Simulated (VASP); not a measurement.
# Ge2SeN2 (P1) in VASP: reference runs

Aim: a first look at Ge2SeN2 with PBE, on the cell as given.

Everything below comes from runs of VASP 6.6.1. Logs are shortened: lines on timing, memory, paths and dates and some standing lists are left out, and cuts for length are marked.

**1. The cell of the first run**

The typed cell holds 10 atoms: a = 6.365 Å, b = 6.365 Å, c = 5.183 Å, α = 90.00°, β = 90.00°, γ = 55.26°.

The cell comes from a database or a generator and needn't be the stable form of this composition.

**2. Single point, PBE (all Ge atoms moved 0.2 Å in one direction)**

The input, INCAR:

```
ALGO = Normal ; EDIFF = 1E-7
ENCUT = 520 ; GGA = PE
ISIF = 2 ; ISMEAR = -1
LASPH = True ; LCHARG = True
LELF = True ; LREAL = False
LVHAR = True ; LWAVE = False
NBANDS = 55 ; NELM = 60
PREC = Accurate ; SIGMA = 0.05
```

The input, KPOINTS:

```
k-points
0
Gamma
  5 5 5
```

The input, POSCAR:

```
Ge2SeN2
1.0
    5.6390191700     -2.9515389700      0.0000000000
    5.6390191700      2.9515389700      0.0000000000
    0.0000000000      0.0000000000      5.1832370000
Ge Se N
4 2 4
Direct
    0.3116655800      0.0437435600      0.3288678400
    0.9438165800      0.6758945600      0.3288678400
    0.6440275800      0.9756835600      0.8288678400
    0.0118765800      0.3435325600      0.8288678400
    0.3045709500      0.7037222900      0.1772617800
    0.7249669500      0.2833262900      0.6772617800
    0.3615029500      0.0840832900      0.6845017800
    0.9242099500      0.6467902900      0.6845017800
    0.6680349500      0.9029652900      0.1845017800
    0.1053279500      0.3402582900      0.1845017800
```

Potentials or basis: VASP PAW PBE potentials, release 64 (Ge_d, Se, N).

On the command line:

```console
> cat potpaw_PBE.64/Ge_d/POTCAR potpaw_PBE.64/Se/POTCAR potpaw_PBE.64/N/POTCAR > POTCAR
> mpirun -np 1 vasp_std > vasp.out
```

OUTCAR:

```text
EDIFF = 1E-7
   ENCUT = 520
   GGA = PE
   ISIF = 2
   ISMEAR = -1
   LASPH = True
   LREAL = False
   NELM = 60
   PREC = Accurate

 ion  position               nearest neighbor table
   1  0.312  0.044  0.329-  10 1.74   7 1.91   9 2.05   5 2.33
   2  0.944  0.676  0.329-   9 1.68   8 1.86  10 1.92   5 2.53
   3  0.644  0.976  0.829-   7 1.69   9 1.89   8 1.97   6 2.42
   4  0.012  0.344  0.829-   8 1.84  10 1.93   7 2.01   6 2.21
   5  0.305  0.704  0.177-   1 2.33   2 2.53
   6  0.725  0.283  0.677-   4 2.21   3 2.42
   7  0.362  0.084  0.685-   3 1.69   1 1.91   4 2.01
   8  0.924  0.647  0.685-   4 1.84   2 1.86   3 1.97
   9  0.668  0.903  0.185-   2 1.68   3 1.89   1 2.05
  10  0.105  0.340  0.185-   1 1.74   2 1.92   4 1.93

  LATTYP: Found a base centered orthorhombic cell.
 ALAT       =     5.9030779400
 B/A-ratio  =     1.9105352250
 C/A-ratio  =     0.8780566770

  Lattice vectors:

 A1 = (  -5.6390191700,  -2.9515389700,   0.0000000000)
 A2 = (   5.6390191700,  -2.9515389700,   0.0000000000)
 A3 = (   0.0000000000,   0.0000000000,   5.1832370000)

Analysis of symmetry for initial positions (statically):
=====================================================================
 Subroutine PRICEL returns:
 Original cell was already a primitive cell.

 Routine SETGRP: Setting up the symmetry group for a
 base centered orthorhombic supercell.

 Subroutine GETGRP returns: Found  1 space group operations
 (whereof  1 operations were pure point group operations)
 out of a pool of  8 trial point group operations.

The static configuration has the point symmetry C_1 .

Analysis of symmetry for dynamics (positions and initial velocities):
=====================================================================
 Subroutine PRICEL returns:
 Original cell was already a primitive cell.

 Routine SETGRP: Setting up the symmetry group for a
 base centered orthorhombic supercell.

 Subroutine GETGRP returns: Found  1 space group operations
 (whereof  1 operations were pure point group operations)
 out of a pool of  8 trial point group operations.

The dynamic configuration has the point symmetry C_1 .

 Subroutine INISYM returns: Found  1 space group operations
 (whereof  1 operations are pure point group operations),
 and found     1 'primitive' translations

----------------------------------------------------------------------------------------

                                     Primitive cell

  volume of cell :     172.5374

  direct lattice vectors                    reciprocal lattice vectors
     5.639019170 -2.951538970  0.000000000     0.088667902 -0.169403150  0.000000000
     5.639019170  2.951538970  0.000000000     0.088667902  0.169403150  0.000000000
     0.000000000  0.000000000  5.183237000     0.000000000  0.000000000  0.192929631

  length of vectors
     6.364756043  6.364756043  5.183237000     0.191205189  0.191205189  0.192929631

  position of ions in fractional coordinates (direct lattice)
     0.311665580  0.043743560  0.328867840
     0.943816580  0.675894560  0.328867840
     0.644027580  0.975683560  0.828867840
     0.011876580  0.343532560  0.828867840
     0.304570950  0.703722290  0.177261780
     0.724966950  0.283326290  0.677261780
     0.361502950  0.084083290  0.684501780
     0.924209950  0.646790290  0.684501780
     0.668034950  0.902965290  0.184501780
     0.105327950  0.340258290  0.184501780

  ion indices of the primitive-cell ions
   primitive index   ion index
                 1           1
                 2           2
                 3           3
                 4           4
                 5           5
                 6           6
                 7           7
                 8           8
                 9           9
                10          10

----------------------------------------------------------------------------------------

 KPOINTS: k-points

Automatic generation of k-mesh.
 Grid dimensions read from file:
 generate k-points for:    5    5    5

 Generating k-lattice:

  Cartesian coordinates                     Fractional coordinates (reciprocal lattice)
     0.017733580 -0.033880630  0.000000000     0.200000000 -0.000000000  0.000000000
     0.017733580  0.033880630  0.000000000    -0.000000000  0.200000000  0.000000000
     0.000000000  0.000000000  0.038585926     0.000000000  0.000000000  0.200000000

  Length of vectors
     0.038241038  0.038241038  0.038585926

  Shift w.r.t. Gamma in fractional coordinates (k-lattice)
     0.000000000  0.000000000  0.000000000

 Subroutine IBZKPT returns following result:
 ===========================================

 Found     63 irreducible k-points:

 Following reciprocal coordinates:
            Coordinates               Weight
  0.000000  0.000000  0.000000      1.000000
  0.200000  0.000000  0.000000      2.000000
 -0.000000 -0.200000  0.000000      2.000000
  0.400000  0.000000  0.000000      2.000000
 -0.000000 -0.400000  0.000000      2.000000
  0.200000  0.200000  0.000000      2.000000
[... 16 lines left out ...]
  0.200000  0.200000  0.200000      2.000000
 -0.200000 -0.200000  0.200000      2.000000
 [... further k-points ...]
   k-points           NKPTS =     63   k-points in BZ     NKDIM =     63   number of bands    NBANDS=     55
   number of dos      NEDOS =    301   number of ions     NIONS =     10
   total plane-waves  NPLWV =  92160
   dimension x,y,z NGX =    48 NGY =   48 NGZ =   40
   dimension x,y,z NGXF=    96 NGYF=   96 NGZF=   80
   ions per type =               4   2   4
   NGX,Y,Z   is equivalent  to a cutoff of  12.54, 12.54, 12.83 a.u.
   NGXF,Y,Z  is equivalent  to a cutoff of  25.07, 25.07, 25.66 a.u.
 SYSTEM =  unknown system
   PREC   = accura    normal or accurate (medium, high low for compatibility)
   ISTART =      0    job   : 0-new  1-cont  2-samecut
   ICHARG =      2    charge: 1-file 2-atom 10-const
   ISPIN  =      1    spin polarized calculation?
   LNONCOLLINEAR =      F non collinear calculations
   LSORBIT =      F    spin-orbit coupling
   LASPH  =      T    aspherical Exc in radial PAW
   ENCUT  =  520.0 eV  38.22 Ry    6.18 a.u.  11.83 11.83  9.64*2*pi/ulx,y,z
   NELM   =     60;   NELMIN=  2; NELMDL= -5     # of ELM steps
   EDIFF  = 0.1E-06   stopping-criterion for ELM
   LREAL  =      F    real-space projection
   EDIFFG = 0.1E-05   stopping-criterion for IOM
   NSW    =      0    number of steps for IOM
   IBRION =     -1    ionic relax: 0-MD 1-quasi-New 2-CG
   NFREE  =      0    steps in history (QN), initial steepest desc. (CG)
   ISIF   =      2    stress and relaxation
   ISYM   =      2    0-nonsym 1-usesym 2-fastsym
   POTIM  = 0.5000    time-step for ionic-motion
   TEBEG  =    0.0;   TEEND  =   0.0 temperature during run
   PSTRESS=    0.0 pullay stress
   NELECT =      88.0000    total number of electrons
   NUPDOWN=      -1.0000    fix difference up-down
   EMIN   =  10.00;   EMAX   =-10.00  energy-range for DOS
   EFERMI =   0.00;   METHOD = LEGACY
   ISMEAR =    -1;   SIGMA  =   0.05  broadening in eV -4-tet -1-fermi 0-gaus
   EFERMI_NEDOS =   21; number of points for ismear=-14 and -15
   IALGO  =     38    algorithm
   IMIX   =      4    mixing-type and parameters
     AMIX     =   0.40;   BMIX     =  1.00
     AMIX_MAG =   1.60;   BMIX_MAG =  1.00
  volume/ion in A,a.u.               =      17.25       116.43
  Fermi-wavevector in a.u.,A,eV,Ry     =   1.308001  2.471763 23.277746  1.710866
  Thomas-Fermi vector in A             =   2.438697
   LORBIT       =      0    0 simple, 1 ext, 2 COOP (PROOUT), +10 PAW based schemes
   GGA     = PE    functional components
   LHFCALC =     F    Hartree Fock is set to
   AEXX    =    0.0000 exact exchange contribution
   IVDW    =     0    specifies the selected vdW correction
   LEPSILON=     F    determine dielectric tensor
   LRPA    =     F    only Hartree local field effects (RPA)
 non-spin polarized calculation
  energy-cutoff  :      520.00
  volume of cell :      172.54
 maximum number of plane-waves:      4666
   NGX = 23   NGY = 23   NGZ = 19

 number of electron      88.0000004 magnetization

 Free energy of the ion-electron system (eV)
  ---------------------------------------------------
  ext. energy  EPLUGINS =         0.00000000
  ---------------------------------------------------
  free energy    TOTEN  =       -57.38040275 eV

  energy without entropy =      -57.38040272  energy(sigma->0) =      -57.38040273

 E-fermi :   4.1800     XC(G=0):  -9.7628

 val. band max:        3.3498377255   @ k =  -0.2000   0.4000  -0.4000
 cond. band min:       4.8681925073   @ k =   0.0000   0.0000   0.0000
 fundamental gap:      1.5183547818
 Fermi energy:         4.1799618335

 k-point     1 :       0.0000    0.0000    0.0000
  band No.  band energies     occupation
      1     -21.4160      2.00000
      2     -21.4005      2.00000
      3     -21.3612      2.00000
      4     -21.3465      2.00000
      5     -21.3155      2.00000
      6     -21.2990      2.00000
[... 47 lines left out ...]
     54      10.2186      0.00000
     55      10.4343      0.00000

 k-point     2 :       0.2000    0.0000    0.0000
  band No.  band energies     occupation
      1     -21.4158      2.00000
      2     -21.4001      2.00000
      3     -21.3623      2.00000
      4     -21.3466      2.00000
      5     -21.3177      2.00000
      6     -21.2969      2.00000
[... 47 lines left out ...]
     54      10.2716      0.00000
     55      10.4916      0.00000
[... 1216 lines left out ...]
     54      10.0606      0.00000
     55      10.4067      0.00000

 k-point    24 :      -0.2000   -0.2000    0.2000
  band No.  band energies     occupation
      1     -21.4157      2.00000
      2     -21.3997      2.00000
      3     -21.3587      2.00000
      4     -21.3478      2.00000
      5     -21.3142      2.00000
      6     -21.2984      2.00000
[... 47 lines left out ...]
     54       9.9730      0.00000
     55      10.3672      0.00000

 [... further k-points ...]

------------------------ aborting loop because EDIFF is reached ----------------------------------------

  FORCE on cell =-STRESS in cart. coord.  units (eV):
  Direction    XX          YY          ZZ          XY          YZ          ZX
  --------------------------------------------------------------------------------------
  -------------------------------------------------------------------------------------
  Total        4.5419610      7.0081329      0.1948104     -1.3754814     -5.8323988      2.7254179
  in kB       42.1765282     65.0773340      1.8090038    -12.7726837    -54.1594988     25.3081575
  external PRESSURE =      36.3542887 kB  Pullay stress =       0.0000000 kB

 VOLUME and BASIS-vectors are now :
 -----------------------------------------------------------------------------
  energy-cutoff  :      520.00
  volume of cell :      172.54
      direct lattice vectors                 reciprocal lattice vectors
     5.639019170 -2.951538970  0.000000000     0.088667902 -0.169403150  0.000000000
     5.639019170  2.951538970  0.000000000     0.088667902  0.169403150  0.000000000
     0.000000000  0.000000000  5.183237000     0.000000000  0.000000000  0.192929631

 POSITION                                       TOTAL-FORCE (eV/Angst)
 -----------------------------------------------------------------------------------
      2.00416     -0.79078      1.70460         0.370021     -2.927428      1.454631
      9.13358     -0.79078      1.70460         1.349847     -4.242628      1.587852
      9.13358      0.97890      4.29622         2.008724     -3.957480      1.830951
      2.00416      0.97890      4.29622         2.001807     -2.350869      1.380972
      5.68578      1.17811      0.91879        -0.768082      0.310149      0.203716
      5.68578     -1.30352      3.51041        -1.530911      0.692315     -0.738875
      2.51267     -0.81881      3.54793        -2.886069      3.927863     -1.885268
      8.85890     -0.81881      3.54793         0.424883      1.489308     -0.196715
      8.85890      0.69341      0.95632        -1.326983      4.467521     -1.909478
      2.51267      0.69341      0.95632         0.356764      2.591247     -1.727785
 -----------------------------------------------------------------------------------
    total drift:                                0.001172      0.000057     -0.006328

  FREE ENERGIE OF THE ION-ELECTRON SYSTEM (eV)
  ---------------------------------------------------
  free  energy   TOTEN  =       -57.3804027465 eV

  energy  without entropy=      -57.3804027184  energy(sigma->0) =      -57.38040273
```

Wall time 8.5 min (1 thread of AMD EPYC 9R45 (Zen 5), shared host); peak memory 0.57 GiB.

What came out:

```
Free energy            : -57.3804 eV
Pressure               : 3.6 GPa
Largest force          : 5.226 eV/Å
Band gap on the k mesh : 1.52 eV, indirect (least direct gap 1.71 eV)
```

Forces in eV/Å, atoms in the order of the input:
```
Ge   0.370 -2.927  1.455
Ge   1.350 -4.243  1.588
Ge   2.009 -3.957  1.831
Ge   2.002 -2.351  1.381
Se  -0.768  0.310  0.204
Se  -1.531  0.692 -0.739
N   -2.886  3.928 -1.885
N    0.425  1.489 -0.197
N   -1.327  4.468 -1.909
N    0.357  2.591 -1.728
```

Stress tensor (GPa, compression positive):
```
 4.22 -1.28  2.53
-1.28  6.51 -5.42
 2.53 -5.42  0.18
```

Caveat: an odd mesh through Γ misses points on the zone boundary, where band edges often lie; forces of over 1 eV/Å show positions far from the minimum, so gaps and moduli don't describe the material at rest.
